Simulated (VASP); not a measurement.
Method: r2SCAN meta-GGA, VASP's PBE PAW potentials (set 64) (plane waves; VASP 6.6.1).

Input for VASP

**INCAR**
```
SYSTEM = Ba
PREC = Accurate
ENCUT = 480
EDIFF = 1E-6
NELM = 100
ALGO = Normal
LREAL = .FALSE.
LASPH = .TRUE.
ISMEAR = 1
SIGMA = 0.1
METAGGA = R2SCAN
LMIXTAU = .TRUE.
LMAXMIX = 4
LWAVE = .FALSE.
LCHARG = .FALSE.
IBRION = 2
ISIF = 3
NSW = 60
EDIFFG = -0.01
```

File KPOINTS:
```
Automatic mesh
0
Gamma
9 9 9
0 0 0
```

POSCAR:
```
Ba
1
   -2.5399144021     2.5399144021     2.5399144021
    2.5399144021    -2.5399144021     2.5399144021
    2.5399144021     2.5399144021    -2.5399144021
Ba
1
Direct
  0.0000000000   0.0000000000   0.0000000000
```

POTCAR, in this order: Ba_sv (PBE.64 set). Program: vasp_std.

The resulting files:

**OUTCAR**
```
 ion  position               nearest neighbor table
   1  0.000  0.000  0.000-
  LATTYP: Found a body centered cubic cell.
 ALAT       =     5.0798288042
 Subroutine PRICEL returns:
 Original cell was already a primitive cell.
 Subroutine GETGRP returns: Found 48 space group operations
The static configuration has the point symmetry O_h .
The dynamic configuration has the point symmetry O_h .
 Subroutine INISYM returns: Found 48 space group operations
 Subroutine IBZKPT returns following result:
 Found     35 irreducible k-points:

 Following reciprocal coordinates:
            Coordinates               Weight
  0.000000  0.000000  0.000000      1.000000
  0.111111  0.000000  0.000000     12.000000
  0.222222  0.000000  0.000000     12.000000
  0.333333  0.000000  0.000000     12.000000
  0.444444  0.000000  0.000000     12.000000
  0.111111  0.111111  0.000000     24.000000
  0.222222  0.111111 -0.000000     48.000000
  0.333333  0.111111 -0.000000     48.000000
  0.444444  0.111111 -0.000000     24.000000
  0.222222  0.222222  0.000000     24.000000
  0.333333  0.222222  0.000000     48.000000
  0.333333  0.333333  0.000000      8.000000
  0.111111  0.111111  0.111111      8.000000
  0.222222  0.111111  0.111111     24.000000
  0.333333  0.111111  0.111111     24.000000
 -0.111111  0.111111  0.111111      6.000000
  0.222222  0.222222  0.111111     24.000000
  0.333333  0.222222  0.111111     24.000000
 -0.222222  0.222222  0.111111     24.000000
 -0.333333  0.333333  0.111111     24.000000
 -0.222222  0.333333  0.111111     24.000000
 -0.444444  0.444444  0.111111     24.000000
 -0.333333  0.444444  0.111111     48.000000
 -0.444444 -0.444444  0.111111     24.000000
 -0.333333 -0.444444  0.111111     24.000000
  0.222222  0.222222  0.222222      8.000000
 -0.222222  0.222222  0.222222      6.000000
 -0.333333  0.333333  0.222222     24.000000
 -0.444444  0.444444  0.222222     24.000000
 -0.333333  0.444444  0.222222     24.000000
 -0.444444 -0.444444  0.222222     24.000000
 -0.333333  0.333333  0.333333      6.000000
 -0.444444  0.444444  0.333333     24.000000
 -0.444444 -0.444444  0.333333      8.000000
 -0.444444  0.444444  0.444444      6.000000
   k-points           NKPTS =     35   k-points in BZ     NKDIM =     35   number of bands    NBANDS=      9
   number of dos      NEDOS =    301   number of ions     NIONS =      1
   total plane-waves  NPLWV =  32768
   dimension x,y,z NGX =    32 NGY =   32 NGZ =   32
   dimension x,y,z NGXF=    64 NGYF=   64 NGZF=   64
   ions per type =               1
   PREC   = accura    normal or accurate (medium, high low for compatibility)
   ISTART =      0    job   : 0-new  1-cont  2-samecut
   ICHARG =      2    charge: 1-file 2-atom 10-const
   ISPIN  =      1    spin polarized calculation?
   LNONCOLLINEAR =      F non collinear calculations
   LSORBIT =      F    spin-orbit coupling
   INIWAV =      1    electr: 0-lowe 1-rand  2-diag
   ENCUT  =  480.0 eV  35.28 Ry    5.94 a.u.   7.86  7.86  7.86*2*pi/ulx,y,z
   NELM   =    100;   NELMIN=  2; NELMDL= -5     # of ELM steps
   EDIFF  = 0.1E-05   stopping-criterion for ELM
   LREAL  =      F    real-space projection
   NLSPLINE    = F    spline interpolate recip. space projectors
   LMAXMIX     =    4 max onsite mixed and CHGCAR
   VOSKOWN=      0    Vosko Wilk Nusair interpolation
   EDIFFG = -.1E-01   stopping-criterion for IOM
   NSW    =     60    number of steps for IOM
   NBLOCK =      1;   KBLOCK =     60    inner block; outer block
   IBRION =      2    ionic relax: 0-MD 1-quasi-New 2-CG
   NFREE  =      1    steps in history (QN), initial steepest desc. (CG)
...
```

**OSZICAR**
```
       N       E                     dE             d eps       ncg     rms          rms(c)
DAV:   1     0.327020544337E+02    0.32702E+02   -0.42651E+03   630   0.892E+02
DAV:   2    -0.265536371542E+02   -0.59256E+02   -0.58327E+02   788   0.153E+02
DAV:   3    -0.291752080356E+02   -0.26216E+01   -0.26092E+01   771   0.380E+01
DAV:   4    -0.292413029883E+02   -0.66095E-01   -0.65955E-01  1050   0.507E+00
DAV:   5    -0.292416814959E+02   -0.37851E-03   -0.37847E-03   849   0.297E-01    0.149E+00
DAV:   6    -0.258160327871E+02    0.34256E+01   -0.10119E+00   935   0.774E+00    0.131E+00
DAV:   7    -0.258683359516E+02   -0.52303E-01   -0.51104E-02   685   0.252E+00    0.142E+00
DAV:   8    -0.262842211302E+02   -0.41589E+00   -0.14013E-01   704   0.449E+00    0.428E-01
DAV:   9    -0.261663224583E+02    0.11790E+00   -0.42361E-02   758   0.255E+00    0.258E-01
DAV:  10    -0.261295623050E+02    0.36760E-01   -0.14783E-01   679   0.443E+00    0.211E-01
DAV:  11    -0.261289533090E+02    0.60900E-03   -0.86276E-04  1000   0.183E-01    0.215E-01
DAV:  12    -0.261266279926E+02    0.23253E-02   -0.16391E-04   692   0.125E-01    0.225E-01
DAV:  13    -0.264174249876E+02   -0.29080E+00   -0.45704E-01   705   0.615E+00    0.182E-01
DAV:  14    -0.264266803805E+02   -0.92554E-02   -0.30267E-02   704   0.176E+00    0.188E-01
DAV:  15    -0.264274026536E+02   -0.72227E-03   -0.12707E-03   827   0.352E-01    0.181E-01
DAV:  16    -0.264148007892E+02    0.12602E-01   -0.15747E-02   677   0.120E+00    0.183E-01
DAV:  17    -0.264278950447E+02   -0.13094E-01   -0.59653E-03   677   0.713E-01    0.175E-01
DAV:  18    -0.264308049964E+02   -0.29100E-02   -0.12023E-03   871   0.314E-01    0.188E-01
DAV:  19    -0.264310362743E+02   -0.23128E-03   -0.51862E-05   724   0.665E-02    0.184E-01
DAV:  20    -0.264310309450E+02    0.53293E-05   -0.82149E-07   880   0.627E-03    0.184E-01
DAV:  21    -0.264317935244E+02   -0.76258E-03   -0.32903E-04   636   0.197E-01    0.161E-01
DAV:  22    -0.264326933866E+02   -0.89986E-03   -0.76849E-03   657   0.101E+00    0.135E-01
DAV:  23    -0.264333377204E+02   -0.64433E-03   -0.29857E-04   675   0.157E-01    0.143E-01
DAV:  24    -0.264335764867E+02   -0.23877E-03   -0.33176E-04   713   0.214E-01    0.144E-01
DAV:  25    -0.264335664687E+02    0.10018E-04   -0.28810E-04   718   0.166E-01    0.147E-01
DAV:  26    -0.264333741670E+02    0.19230E-03   -0.91946E-05   932   0.891E-02    0.153E-01
DAV:  27    -0.264335458900E+02   -0.17172E-03   -0.30210E-04   632   0.164E-01    0.146E-01
DAV:  28    -0.264334156249E+02    0.13027E-03   -0.82546E-05   634   0.840E-02    0.128E-01
DAV:  29    -0.264334994617E+02   -0.83837E-04   -0.36712E-05   638   0.621E-02    0.116E-01
DAV:  30    -0.264334301573E+02    0.69304E-04   -0.11142E-04   631   0.116E-01    0.875E-02
DAV:  31    -0.264334439577E+02   -0.13800E-04   -0.12464E-05   670   0.469E-02    0.634E-02
DAV:  32    -0.264334447895E+02   -0.83177E-06   -0.27580E-05   753   0.567E-02    0.239E-02
DAV:  33    -0.264334554909E+02   -0.10701E-04   -0.12776E-05   725   0.410E-02    0.952E-03
DAV:  34    -0.264334547079E+02    0.78298E-06   -0.23545E-06   717   0.162E-02
   1 F= -.26433455E+02 E0= -.26433070E+02  d E =-.264335E+02
```

File OUTCAR:
```
------------------------ aborting loop because EDIFF is reached ----------------------------------------
  FORCE on cell =-STRESS in cart. coord.  units (eV):
  Direction    XX          YY          ZZ          XY          YZ          ZX
  --------------------------------------------------------------------------------------
  Total        0.0009918      0.0009918      0.0009918     -0.0000000      0.0000000      0.0000000
  in kB        0.0242448      0.0242448      0.0242448     -0.0000000      0.0000000      0.0000000
  external PRESSURE =       0.0242448 kB  Pullay stress =       0.0000000 kB
  volume of cell :       65.54
      direct lattice vectors                 reciprocal lattice vectors
    -2.539914402  2.539914402  2.539914402     0.000000000  0.196857028  0.196857028
     2.539914402 -2.539914402  2.539914402     0.196857028  0.000000000  0.196857028
     2.539914402  2.539914402 -2.539914402     0.196857028  0.196857028  0.000000000
 POSITION                                       TOTAL-FORCE (eV/Angst)
 -----------------------------------------------------------------------------------
      0.00000      0.00000      0.00000        -0.000000      0.000000      0.000000
 -----------------------------------------------------------------------------------
    total drift:                                0.000000     -0.000000     -0.000000
  FREE ENERGIE OF THE ION-ELECTRON SYSTEM (eV)
  ---------------------------------------------------
  free  energy   TOTEN  =       -26.4334547079 eV

  energy  without entropy=      -26.4323001596  energy(sigma->0) =      -26.43306986

 reached required accuracy - stopping structural energy minimisation
```
(Selected blocks of OUTCAR.)

The compound is Ba in the bcc structure. It was relaxed first. The start is the result of an earlier pass.
